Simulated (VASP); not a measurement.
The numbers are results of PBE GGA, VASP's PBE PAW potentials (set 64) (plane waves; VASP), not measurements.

Input for VASP

File KPOINTS:
```
Automatic mesh
0
Gamma
6 6 6
0 0 0
```

**INCAR**
```
NELM=100   ! most electronic steps
LMAXMIX=4   ! l cut-off of mixed one-centre charges
GGA=PE   ! PBE
ALGO=Normal   ! blocked Davidson
LCHARG=.FALSE.
SIGMA=0.1
ISMEAR=-1   ! Fermi-Dirac
LASPH=.TRUE.
LREAL=.FALSE.   ! projection in real space or not
PREC=Accurate
SYSTEM=Bi
LWAVE=.FALSE.
EDIFF=1E-6   ! SCF stop (eV)
ENCUT=300
ISIF=2   ! forces and stress, cell fixed
```

POSCAR:
```
Bi
1
    4.1658200000    -2.2750000000     0.0000000000
    4.1658200000     2.2750000000     0.0000000000
    2.9234170000     0.0000000000     3.7394270000
Bi
2
Direct
  0.2340000000   0.2340000000   0.2340000000
  0.7660000000   0.7660000000   0.7660000000
```

POTCAR, in this order: Bi_d (PBE.64 set). Program: vasp_std.

What VASP printed:

OSZICAR:
```
       N       E                     dE             d eps       ncg     rms          rms(c)
DAV:   1     0.252008149734E+03    0.25201E+03   -0.12780E+04  1230   0.133E+03
DAV:   2     0.115107414682E+02   -0.24050E+03   -0.23668E+03  1243   0.387E+02
DAV:   3    -0.723823419565E+01   -0.18749E+02   -0.18450E+02  1420   0.135E+02
DAV:   4    -0.776768940323E+01   -0.52946E+00   -0.52896E+00  1376   0.246E+01
DAV:   5    -0.779080405009E+01   -0.23115E-01   -0.23114E-01  1688   0.427E+00    0.104E+00
DAV:   6    -0.778891515058E+01    0.18889E-02   -0.13931E-02  1417   0.124E+00    0.640E-01
DAV:   7    -0.778853570930E+01    0.37944E-03   -0.10409E-02  1288   0.112E+00    0.888E-02
DAV:   8    -0.778872139912E+01   -0.18569E-03   -0.11821E-03  1337   0.350E-01    0.281E-02
DAV:   9    -0.778875223847E+01   -0.30839E-04   -0.76473E-05  1604   0.809E-02    0.109E-02
DAV:  10    -0.778875109327E+01    0.11452E-05   -0.77463E-06  1074   0.281E-02    0.225E-03
DAV:  11    -0.778875143161E+01   -0.33835E-06   -0.94756E-07   888   0.820E-03
   1 F= -.77887514E+01 E0= -.77838193E+01  d E =-.986419E-02
```

File OUTCAR:
```
------------------------ aborting loop because EDIFF is reached ----------------------------------------
  FORCE on cell =-STRESS in cart. coord.  units (eV):
  Direction    XX          YY          ZZ          XY          YZ          ZX
  --------------------------------------------------------------------------------------
  Total        0.5368108      0.4814938      0.4876002      0.0000000      0.0000000      0.0183787
  in kB       12.1343050     10.8838950     11.0219254      0.0000000      0.0000000      0.4154398
  external PRESSURE =      11.3467085 kB  Pullay stress =       0.0000000 kB
  volume of cell :       70.88
      direct lattice vectors                 reciprocal lattice vectors
     4.165820000 -2.275000000  0.000000000     0.120024389 -0.219780220 -0.093832916
     4.165820000  2.275000000  0.000000000     0.120024389  0.219780220 -0.093832916
     2.923417000  0.000000000  3.739427000     0.000000000  0.000000000  0.267420650
 POSITION                                       TOTAL-FORCE (eV/Angst)
 -----------------------------------------------------------------------------------
      2.63368      0.00000      0.87503         0.074539      0.000000      0.024765
      8.62137      0.00000      2.86440        -0.074539      0.000000     -0.024765
 -----------------------------------------------------------------------------------
    total drift:                               -0.000000      0.000000     -0.000000
  FREE ENERGIE OF THE ION-ELECTRON SYSTEM (eV)
  ---------------------------------------------------
  free  energy   TOTEN  =        -7.7887514316 eV

  energy  without entropy=       -7.7788872380  energy(sigma->0) =       -7.78381933
```
(Selected blocks of OUTCAR.)

At this cut-off the stress carries a Pulay error, which pulls relaxed volumes low.

The structure is a typed Bi crystal (R-3m). The cell was not relaxed at this level.
